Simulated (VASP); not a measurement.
Data:

```xyz
2
Lattice="2.8900 0.0000 0.0000 0.0000 2.8900 0.0000 0.0000 0.0000 2.8900" Properties=species:S:1:pos:R:3 pbc="T T T"
Al     1.4450     1.4450     1.4450
Ni     0.0000     0.0000     0.0000
```

Calculation: vdW-DF-cx, VASP's PBE PAW potentials (set 64) (plane waves; VASP). Settings: 520 eV cut-off, 11×11×11 Γ-centred mesh, first-order Methfessel-Paxton smearing of 0.10 eV, potentials Al Ni.

Task: The ions, cell shape and volume are relaxed. What does this cell relax into?

Result: 
```xyz
2
Lattice="2.8721 0.0000 0.0000 0.0000 2.8721 0.0000 0.0000 0.0000 2.8721" Properties=species:S:1:pos:R:3 pbc="T T T"
Al     1.4360     1.4360     1.4360
Ni     0.0000     0.0000     0.0000
```
Space group Pm-3m (221), at a tolerance of 0.03 Å.

Task: How do energy and volume change from the first to the last step?

Result: The energy (σ→0) changes by -2.1 meV/atom and the volume by -1.8 %, in 3 ionic steps.

The compound is NiAl in the CsCl type structure. This run relaxes it. Symmetry was kept, so distortions that lower it aren't found. The run is not spin-polarised, so no magnetic state was tried. The electron count is odd and the run is not spin-polarised, which forces a metal.
